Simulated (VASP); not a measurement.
# C: a series in a change of volume, part 2 of 2

Strain engineering needs slopes: what does a change of volume do to the lattice and the band edges of C?

VASP 6.6.1, plane waves and PAW; the level of theory is named at each step.

So far: The starting structure; Relax the crystal, LDA; Relax at fixed volume, LDA; Dielectric response, LDA.

## 5. Band edges, TB-mBJ

Short lines in KPOINTS_OPT sample the zone centre, for masses, and the other valleys.

Level: TB-mBJ; plane waves and PAW (C).

TB-mBJ has no energy functional, so the total energy, stress and pressure in this output mean nothing.

Input file INCAR:

```
SYSTEM = C
PREC = Accurate
ENCUT = 600
EDIFF = 1E-06
NELM = 150
ISMEAR = 0
SIGMA = 0.02
LREAL = .FALSE.
ALGO = Normal
METAGGA = MBJ
LASPH = .TRUE.
NBANDS = 9
LWAVE = .FALSE.
LCHARG = .FALSE.
KPAR = 4
```

Input file POSCAR:

```
C
1.0
    0.0000000000      1.7579902331      1.7579902331
    1.7579902331      0.0000000000      1.7579902331
    1.7579902331      1.7579902331      0.0000000000
C
2
Direct
    0.0000000000      0.0000000000      0.0000000000
    0.2500000000      0.2500000000      0.2500000000
```

Input file KPOINTS:

```
Automatic mesh
0
Gamma
11 11 11
0 0 0
```

Input file KPOINTS_OPT:

```
Line mode
6
Line-mode
Reciprocal
  0.00000000   0.00000000   0.00000000
  0.01398964   0.01398964   0.00000000

  0.00000000   0.00000000   0.00000000
 -0.00000000  -0.01398964  -0.01398964

  0.31000000   0.31000000   0.00000000
  0.50000000   0.50000000   0.00000000

  0.00000000   0.31000000   0.31000000
  0.00000000   0.50000000   0.50000000

  0.45000000   0.45000000   0.45000000
  0.50000000   0.50000000   0.50000000

  0.45000000   0.00000000   0.00000000
  0.50000000   0.00000000   0.00000000

  0.42500000   0.42500000   0.00000000
  0.42500000   0.43898964   0.01398964

  0.50000000   0.50000000   0.50000000
  0.49010783   0.50989217   0.50000000
```

The projector-augmented-wave data sets are C (LDA family, release 64).

Launch:

```console
$ mpirun -np 4 vasp_std
```

The program printed:

```text
[banner, memory and clock lines left out]
running    4 mpi-ranks, on    1 nodes
[...]
|                                                                             |
|               ----> ADVICE to this user running VASP <----                  |
|                                                                             |
|     You enforced a specific xc type in the INCAR file but a different       |
|     [... a line on the potential file left out ...]
|     I HOPE YOU KNOW WHAT YOU ARE DOING!                                     |
|                                                                             |

 LDA part: xc-table for (None), standard interpolation
 POSCAR, INCAR and KPOINTS ok, starting setup
[...]
entering main loop
       N       E                     dE             d eps       ncg     rms          rms(c)
DAV:   1    -0.149267682160E+01   -0.14927E+01   -0.55049E+03  1056   0.100E+03
DAV:   2    -0.213149208613E+02   -0.19822E+02   -0.19355E+02  1427   0.130E+02
DAV:   3    -0.215390106436E+02   -0.22409E+00   -0.22384E+00  1215   0.133E+01
DAV:   4    -0.215393433836E+02   -0.33274E-03   -0.33273E-03  1271   0.551E-01
[...]
DAV:  28    -0.195257629068E+02   -0.20402E-05   -0.54459E-11   507   0.820E-05    0.185E-05
DAV:  29    -0.195257596494E+02    0.32574E-05   -0.11599E-11   507   0.325E-05    0.182E-06
DAV:  30    -0.195257590498E+02    0.59956E-06    0.23160E-13   507   0.827E-06
   1 F= -.19525759E+02 E0= -.19525759E+02  d E =-.100208E-52
 Start KPOINTS_OPT (optional k-point list driver)
k-point batch [1-48\48]
       N       E                     dE             ncg
DAV:   1     0.219310018633E+04   -0.14618E+05      872
DAV:   2     0.103063960400E+04   -0.11625E+04     1281
DAV:   3     0.101808792114E+04   -0.12552E+02      988
DAV:   4     0.101806999935E+04   -0.17922E-01     1110
DAV:   5     0.101806997870E+04   -0.20645E-04      978
DAV:   6     0.101806997866E+04   -0.45103E-07     1065
```

Elapsed: 7.4 s, on 4 MPI ranks of Intel Xeon 6975P-C (Granite Rapids), shared host; peak memory 0.52 GiB; 19 s of CPU time.

Parts of OUTCAR (step 5):

```text
  Total       -4.1352597     -4.1352597     -4.1352597     -0.0000000      0.0000000     -0.0000000
  in kB     -609.7250024   -609.7250024   -609.7250024     -0.0000000      0.0000000     -0.0000000
  external PRESSURE =    -609.7250024 kB  Pullay stress =       0.0000000 kB

  FREE ENERGIE OF THE ION-ELECTRON SYSTEM (eV)
  ---------------------------------------------------
  free  energy   TOTEN  =       -19.5257590498 eV

  energy  without entropy=      -19.5257590498  energy(sigma->0) =      -19.52575905

[... 2 parts as in an earlier step ...]

[... 2 further parts left out ...]
[key lines of the parts left out:]
E-fermi :  10.5250
```

## 6. Band edges, r2SCAN

Short lines in KPOINTS_OPT sample the zone centre, for masses, and the other valleys.

Level: r2SCAN; plane waves and PAW (C).

INCAR, as its differences from that of step 5:

```diff
@@ -4,3 +4,3 @@
 EDIFF = 1E-06
-NELM = 150
+NELM = 100
 ISMEAR = 0
@@ -9,3 +9,3 @@
 ALGO = Normal
-METAGGA = MBJ
+METAGGA = R2SCAN
 LASPH = .TRUE.
```

POSCAR is that of step 5.

KPOINTS is that of step 5.

KPOINTS_OPT is that of step 5.

Launch:

```console
$ mpirun -np 4 vasp_std
```

The program printed:

```text
[banner, memory and clock lines left out]
running    4 mpi-ranks, on    1 nodes
[...]
[... a notice as in an earlier step ...]

 LDA part: xc-table for (None), standard interpolation
 POSCAR, INCAR and KPOINTS ok, starting setup
[...]
entering main loop
       N       E                     dE             d eps       ncg     rms          rms(c)
DAV:   1    -0.193527239356E+02   -0.19353E+02   -0.56681E+03  1056   0.103E+03
DAV:   2    -0.397408459182E+02   -0.20388E+02   -0.19918E+02  1443   0.134E+02
DAV:   3    -0.399722591237E+02   -0.23141E+00   -0.23113E+00  1206   0.138E+01
DAV:   4    -0.399726040833E+02   -0.34496E-03   -0.34495E-03  1265   0.570E-01
[...]
DAV:   8    -0.376046513046E+02   -0.11033E-02   -0.33052E-03  1101   0.594E-01    0.421E-01
DAV:   9    -0.376050167090E+02   -0.36540E-03   -0.15848E-04  1175   0.176E-01    0.124E-02
DAV:  10    -0.376050168114E+02   -0.10243E-06   -0.44850E-06  1219   0.189E-02
   1 F= -.37605017E+02 E0= -.37605017E+02  d E =-.918844E-38
 Start KPOINTS_OPT (optional k-point list driver)
k-point batch [1-48\48]
       N       E                     dE             ncg
DAV:   1     0.211470910476E+04   -0.14696E+05      872
DAV:   2     0.958915786584E+03   -0.11558E+04     1284
DAV:   3     0.945109512196E+03   -0.13806E+02      969
DAV:   4     0.945087959830E+03   -0.21552E-01     1116
DAV:   5     0.945087933561E+03   -0.26269E-04      947
DAV:   6     0.945087933509E+03   -0.51343E-07     1040
```

It took 6.4 s on 4 MPI ranks; peak memory 0.47 GiB; 16 s of CPU time.

From OUTCAR (step 6):

```text
  Total        1.1801052      1.1801052      1.1801052      0.0000000     -0.0000000     -0.0000000
  in kB      174.0010775    174.0010775    174.0010775      0.0000000     -0.0000000     -0.0000000
  external PRESSURE =     174.0010775 kB  Pullay stress =       0.0000000 kB

  FREE ENERGIE OF THE ION-ELECTRON SYSTEM (eV)
  ---------------------------------------------------
  free  energy   TOTEN  =       -37.6050168114 eV

  energy  without entropy=      -37.6050168114  energy(sigma->0) =      -37.60501681

[... 3 parts as in an earlier step ...]

[... 1 further part left out ...]
[key lines of the parts left out:]
E-fermi :  10.7541
```

This run gave:

- energy(sigma→0) of the program: -37.6050 eV
- stress, compression positive: xx, yy, zz 17.40, 17.40, 17.40 GPa

The run ends at a pressure of 17.40 GPa.

## 7. Band edges, HSE06

Short lines in KPOINTS_OPT sample the zone centre, for masses, and the other valleys.

Level: HSE06; plane waves and PAW (C).

INCAR, as its differences from that of step 6:

```diff
@@ -9,5 +9,9 @@
 ALGO = Normal
-METAGGA = R2SCAN
+LHFCALC = .TRUE.
+AEXX = 0.25
+GGA = PE
+HFSCREEN = 0.2
 LASPH = .TRUE.
 NBANDS = 9
+PRECFOCK = Fast
 LWAVE = .FALSE.
```

POSCAR is that of step 6.

Input file KPOINTS:

```
Automatic mesh
0
Gamma
7 7 7
0 0 0
```

KPOINTS_OPT is that of step 6.

Launch:

```console
$ mpirun -np 4 vasp_std
```

The program printed:

```text
[banner, memory and clock lines left out]
running    4 mpi-ranks, on    1 nodes
[...]
[... a notice as in an earlier step ...]

 LDA part: xc-table for (Slater+PW92), standard interpolation
 found WAVECAR, reading the header
 POSCAR, INCAR and KPOINTS ok, starting setup
[...]
reading WAVECAR
 the WAVECAR file was read successfully
 initial charge from wavefunction
 entering main loop
       N       E                     dE             d eps       ncg     rms          rms(c)
DAV:   1    -0.211051257029E+02   -0.21105E+02   -0.65279E-01   373   0.820E+00    0.104E+00
DAV:   2    -0.211077607614E+02   -0.26351E-02   -0.66377E-03   387   0.758E-01    0.693E-01
DAV:   3    -0.211070185040E+02    0.74226E-03   -0.34505E-04   393   0.179E-01    0.385E-01
DAV:   4    -0.211067772613E+02    0.24124E-03   -0.87674E-05   375   0.980E-02    0.216E-01
DAV:   5    -0.211067032936E+02    0.73968E-04   -0.23751E-05   418   0.524E-02    0.122E-01
DAV:   6    -0.211066798537E+02    0.23440E-04   -0.72408E-06   423   0.296E-02    0.687E-02
DAV:   7    -0.211066726545E+02    0.71992E-05   -0.23735E-06   380   0.172E-02    0.385E-02
DAV:   8    -0.211066707227E+02    0.19318E-05   -0.73678E-07   198   0.979E-03    0.219E-02
DAV:   9    -0.211066703385E+02    0.38421E-06   -0.27729E-07   206   0.629E-03
   1 F= -.21106670E+02 E0= -.21106670E+02  d E =-.391090E-20
 Start KPOINTS_OPT (optional k-point list driver)
k-point batch [1-20\48]
       N       E                     dE             ncg
DAV:   1     0.976965543990E+03   -0.28482E+04      360
DAV:   2     0.396570013782E+03   -0.58040E+03      563
DAV:   3     0.356878237206E+03   -0.39692E+02      417
DAV:   4     0.356645374953E+03   -0.23286E+00      449
DAV:   5     0.356642126883E+03   -0.32481E-02      425
DAV:   6     0.356642120684E+03   -0.61983E-05      397
DAV:   7     0.356642120671E+03   -0.13141E-07      335
[...]
k-point batch [41-48\48]
       N       E                     dE             ncg
DAV:   1     0.537203151486E+04   -0.33923E+04      152
DAV:   2     0.518737487383E+04   -0.18466E+03      235
DAV:   3     0.518123454515E+04   -0.61403E+01      163
DAV:   4     0.518121096416E+04   -0.23581E-01      207
DAV:   5     0.518121087001E+04   -0.94150E-04      183
DAV:   6     0.518121086986E+04   -0.15164E-06      175
```

Elapsed: 57 s, on 4 MPI ranks; peak memory 0.89 GiB; 2.5 min of CPU time.

OUTCAR, selected parts (step 7):

```text
 POSITION                                       TOTAL-FORCE (eV/Angst)
 -----------------------------------------------------------------------------------
      0.00000      0.00000      0.00000         0.000000      0.000000      0.000000
      0.87900      0.87900      0.87900        -0.000000     -0.000000     -0.000000
 -----------------------------------------------------------------------------------
    total drift:                                0.000000     -0.000000     -0.000000

  FREE ENERGIE OF THE ION-ELECTRON SYSTEM (eV)
  ---------------------------------------------------
  free  energy   TOTEN  =       -21.1066703385 eV

  energy  without entropy=      -21.1066703385  energy(sigma->0) =      -21.10667034

[... 1 part as in an earlier step ...]

[... 2 further parts left out ...]
[key lines of the parts left out:]
E-fermi :  10.0824
```

Numbers from this step:

```
energy(sigma→0) of the program : -21.1067 eV
```

## 8. The table

Hybrid runs start from orbitals of a short LDA run, not shown.

Runs beyond LDA use the data sets made with LDA; this shifts their levels slightly, and their total energies have another zero (at TB-mBJ, which has no energy functional, they mean nothing).

The other members went through these steps as far as the tables show, with the same cutoff and, step by step, the same mesh; 50 runs are not shown. The session took 0.90 core hours (wall time by ranks) on a shared machine.

The dielectric columns come from linear-response runs at LDA, run where the gap exceeds a picked 1.2 eV, on a mesh of 11×11×11.

| volume over the relaxed volume | volume (Å³/atom) | pressure (GPa) | energy above the unstrained row (meV/atom) | gap on the mesh, LDA (eV) | ε∞ (mean) | static ε (mean) | largest Born charge, mean of the diagonal (e) | lowest optical mode (cm⁻¹) | highest mode without LO–TO splitting (cm⁻¹) |
| --- | --- | --- | --- | --- | --- | --- | --- | --- | --- |
| 0.940 | 5.185 | 32.425 | 33.898 | 4.322 | 5.688 | 5.688 | 0.000 | 1408.180 | 1408.180 |
| 0.955 | 5.268 | 23.459 | 18.961 | 4.282 | 5.707 | 5.707 | 0.000 | 1386.260 | 1386.260 |
| 0.970 | 5.350 | 15.103 | 8.551 | 4.242 | 5.726 | 5.726 | 0.000 | 1364.980 | 1364.980 |
| 0.985 | 5.433 | 7.305 | 2.294 | 4.204 | 5.747 | 5.747 | 0.000 | 1344.240 | 1344.240 |
| 1 | 5.516 | 0.037 | 0.000 | 4.167 | 5.767 | 5.767 | 0.000 | 1324.090 | 1324.090 |
| 1.015 | 5.599 | -6.747 | 1.294 | 4.130 | 5.789 | 5.789 | 0.000 | 1304.430 | 1304.430 |
| 1.030 | 5.681 | -13.075 | 6.016 | 4.094 | 5.811 | 5.811 | 0.000 | 1285.290 | 1285.290 |
| 1.045 | 5.764 | -18.974 | 13.936 | 4.060 | 5.833 | 5.833 | 0.000 | 1266.550 | 1266.550 |
| 1.060 | 5.847 | -24.477 | 24.793 | 4.026 | 5.856 | 5.856 | 0.000 | 1248.300 | 1248.300 |

A cubic of the pressure in ln(V/V₀) through all rows has the slope −B at V₀: B = 468 GPa, and its curvature gives B′ = 3.6.

Band edges at TB-mBJ, counted from the valence-band top at Γ:

| volume over the relaxed volume | gap (eV) | conduction band at Γ (eV) | Δ or X valley along z (eV) | lowest conduction level at L, [111] (eV) | second valence level below the top (eV) | third valence level below the top (eV) |
| --- | --- | --- | --- | --- | --- | --- |
| 0.940 | 5.110 | 6.877 | 5.107 | 9.874 | 0.000 | 0.000 |
| 0.955 | 5.080 | 6.831 | 5.077 | 9.811 | 0.000 | 0.000 |
| 0.970 | 5.050 | 6.787 | 5.048 | 9.747 | 0.000 | 0.000 |
| 0.985 | 5.020 | 6.742 | 5.019 | 9.685 | 0.000 | 0.000 |
| 1 | 4.992 | 6.699 | 4.991 | 9.623 | 0.000 | 0.000 |
| 1.015 | 4.964 | 6.656 | 4.964 | 9.509 | 0.000 | 0.000 |
| 1.030 | 4.936 | 6.613 | 4.937 | 9.319 | 0.000 | 0.000 |
| 1.045 | 4.911 | 6.572 | 4.912 | 9.136 | 0.000 | 0.000 |
| 1.060 | 4.885 | 6.531 | 4.885 | 8.954 | 0.000 | 0.000 |

Band edges at r2SCAN, counted from the valence-band top at Γ:

| volume over the relaxed volume | gap (eV) | conduction band at Γ (eV) | Δ or X valley along z (eV) | lowest conduction level at L, [111] (eV) | second valence level below the top (eV) | third valence level below the top (eV) |
| --- | --- | --- | --- | --- | --- | --- |
| 0.940 | 4.527 | 6.080 | 4.529 | 9.247 | 0.000 | 0.000 |
| 0.955 | 4.489 | 6.037 | 4.491 | 9.181 | 0.000 | 0.000 |
| 0.970 | 4.453 | 5.993 | 4.454 | 9.116 | 0.000 | 0.000 |
| 0.985 | 4.416 | 5.951 | 4.418 | 9.051 | 0.000 | 0.000 |
| 1 | 4.381 | 5.909 | 4.383 | 8.987 | 0.000 | 0.000 |
| 1.015 | 4.347 | 5.868 | 4.348 | 8.924 | 0.000 | 0.000 |
| 1.030 | 4.313 | 5.828 | 4.314 | 8.862 | 0.000 | 0.000 |
| 1.045 | 4.281 | 5.788 | 4.282 | 8.801 | 0.000 | 0.000 |
| 1.060 | 4.249 | 5.749 | 4.249 | 8.691 | 0.000 | 0.000 |

Band edges at HSE06, counted from the valence-band top at Γ, with one row partly withheld:

| volume over the relaxed volume | gap (eV) | conduction band at Γ (eV) | Δ or X valley along z (eV) | lowest conduction level at L, [111] (eV) | second valence level below the top (eV) | third valence level below the top (eV) |
| --- | --- | --- | --- | --- | --- | --- |
| 0.940 | 5.529 | 7.266 | 5.522 | 10.433 | 0.000 | 0.000 |
| 0.955 | 5.489 | 7.218 | 5.481 | 10.363 | 0.000 | 0.000 |
| 0.970 | ? | 7.170 | ? | 10.294 | 0.000 | 0.000 |
| 0.985 | 5.412 | 7.123 | 5.403 | 10.227 | 0.000 | 0.000 |
| 1 | 5.374 | 7.077 | 5.364 | 10.160 | 0.000 | 0.000 |
| 1.015 | 5.337 | 7.031 | 5.327 | 10.094 | 0.000 | 0.000 |
| 1.030 | 5.302 | 6.987 | 5.291 | 10.029 | 0.000 | 0.000 |
| 1.045 | 5.267 | 6.943 | 5.256 | 9.965 | 0.000 | 0.000 |
| 1.060 | 5.232 | 6.900 | 5.222 | 9.902 | 0.000 | 0.000 |

## 9. A fit to the known rows

The quantity to fit is the Δ or X valley above the valence top at HSE06: 5.522, 5.481, 5.403, 5.364, 5.327, 5.291, 5.256, 5.222 eV in the rows shown.

A least-squares parabola through the 8 rows shown, with u the logarithm of the volume ratio: E = 0.8863 u² − 2.501 u + 5.364 (eV), r.m.s. residual 2.6e-4 eV.

At u = -0.03046 this predicts 5.4413 eV.

## 10. Checking the prediction

The calculation gives 5.4416 eV, so the prediction is 0.0003 eV too low.

## 11. Results

```
bulk modulus                                                : 468 GPa
gap of the unstrained cell, TB-mBJ                          : 4.99 eV
gap of the unstrained cell, r2SCAN                          : 4.38 eV
gap of the unstrained cell, HSE06                           : 5.37 eV
dE/d ln V of the Δ or X valley above the valence top, HSE06 : -2.50 eV
error of the predicted row                                  : -0.3 meV
```

The slope of the energy gives 0.89 GPa at the relaxed volume where the pressure column has 0.04 GPa, a mark of the finite basis. The electronic dielectric constant goes from 5.69 at 0.94 to 5.86 at 1.06 of the relaxed volume; d ln / d ln V = 0.24. The static dielectric constant goes from 5.69 at 0.94 to 5.86 at 1.06 of the relaxed volume; d ln / d ln V = 0.24. The highest mode without LO–TO splitting (cm⁻¹) goes from 1408 at 0.94 to 1248 at 1.06 of the relaxed volume; d ln / d ln V = -1.00, a Grüneisen parameter of 1.00. At TB-mBJ the lowest conduction valley is Δ or X throughout, and the gap runs between 4.88 and 5.11 eV. At r2SCAN the lowest conduction valley is Δ or X throughout, and the gap runs between 4.25 and 4.53 eV. At HSE06 the lowest conduction valley is Δ or X throughout, and the gap runs between 5.23 and 5.53 eV. Hole masses are left out throughout, since the top bands are degenerate or cross in many series; of conduction masses, those of the Γ, L and (for Si and Ge under (001) strain) Δ valleys are kept where they change by under an eighth between rows. A measured gap of unstrained C is 5.5 eV (arxiv:1902.02958, band gap, experimental literature value, temperature not given); the static gaps here belong to the lattice relaxed at LDA. TB-mBJ is a potential fitted for gaps; it has no energy functional, so its total energies and forces mean nothing, and its bands tend to come out too narrow. r2SCAN opens gaps somewhat over GGA but leaves them below measured values as a rule. HSE06 ran on a coarser mesh than the semilocal levels. Spin-orbit coupling is left out at TB-mBJ, r2SCAN and HSE06, so the valence splittings there lack it. Δ or X levels are the lowest on their line, refined by a parabola unless they lie at X; the gap is read from all points sampled and can differ from the lowest valley by some meV, or by tens of meV where strain moves the valence top off Γ. Temperature, zero-point motion and excitons are left out.

[Lines on the potential files, build, host, timing and source positions are cut from VASP's logs without a mark.]

[Logs are printed without paths, hosts, clocks, repeated set-up lines and the standing remarks that a program may print on its own settings, such as how far it seeks lower states.]

[Hosts, paths, dates, database ids (printed as entryN), source tags and the programs' standing remarks are cut or masked in the printed files.]

[In band tables of VASP the shares of atoms and orbitals are scaled to a sum of 1 inside the atoms' spheres.]
